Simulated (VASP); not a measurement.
A run of VASP 6.6.1 is set up as follows.

INCAR

```
SYSTEM = MgC18
PREC = Accurate ; ENCUT = 520
EDIFF = 1E-6 ; ISMEAR = -1
SIGMA = 0.05 ; LREAL = Auto
LASPH = .True. ; NELM = 100
ALGO = Fast ; ISIF = 2
LWAVE = .False. ; LCHARG = .True.
GGA = PE ; IVDW = 12
LELF = .True. ; LVHAR = .True.
NBANDS = 52
```

The input KPOINTS:

```
regular mesh
0
Gamma
  2 2 1
  0 0 0
```

File POSCAR:

```
MgC18
1.0
    7.3980000000      0.0000000000      0.0000000000
   -3.6990000000      6.4068560000      0.0000000000
    0.0000000000      0.0000000000     11.0000000000
C Mg
18 1
Direct
    0.0020563428      0.0003669012      0.0842705834
    0.2234984920      0.1110975772      0.0841501807
    0.0007990983      0.3336541893      0.0847268589
    0.2247549271      0.4456318679      0.0846957668
    0.0020544225      0.6681996155      0.0842591649
    0.2235002349      0.7789125401      0.0841395689
    0.3342371588      0.0003737297      0.0840873355
    0.5581635704      0.1123362128      0.0844832491
    0.3354723210      0.3350282444      0.0845325056
    0.5567934736      0.4456413483      0.0847183726
    0.3354736436      0.6669561829      0.0845241135
    0.5567926050      0.7776628733      0.0847168538
    0.6687765953      0.0016259250      0.0847025962
    0.8900918000      0.1123363570      0.0846280427
    0.6687775145      0.3336627113      0.0847011920
    0.8900905619      0.4442655855      0.0846188970
    0.6674048575      0.6669572617      0.0846743439
    0.8913375828      0.7789236151      0.0843286924
    0.1300787979      0.8975030618      0.3826781820
```

Potentials or basis: VASP PAW PBE potentials, release 64 (C, Mg).

Command:

```sh
$ cat potpaw_PBE.64/C/POTCAR potpaw_PBE.64/Mg/POTCAR > POTCAR
$ mpirun -np 1 vasp_std > vasp.out
```

Task: Predict the band gap on the k mesh.

Result: 0.15 eV, direct.

Task: Predict the largest force.

Result: 0.018 eV/Å.

Forces on the atoms (eV/Å):
```
C   -0.013  0.007 -0.002
C    0.001  0.018  0.001
C    0.007  0.005  0.002
C   -0.007  0.002  0.004
C    0.001 -0.015  0.003
C    0.017 -0.006  0.000
C    0.016  0.005 -0.002
C    0.000 -0.004 -0.002
C   -0.002 -0.009 -0.003
C    0.010 -0.003 -0.003
C   -0.005  0.000 -0.001
C   -0.001  0.004  0.002
C   -0.007 -0.016  0.002
C    0.007 -0.005  0.004
C   -0.010  0.008 -0.002
C    0.002  0.009 -0.003
C    0.000  0.006  0.001
C   -0.013 -0.003  0.001
Mg  -0.003 -0.001 -0.001
```

Caveat: the k mesh is coarse (spacing up to 0.49 Å⁻¹), so the values aren't converged. A hybrid or GW would open this gap; PBE tends to underestimate it.
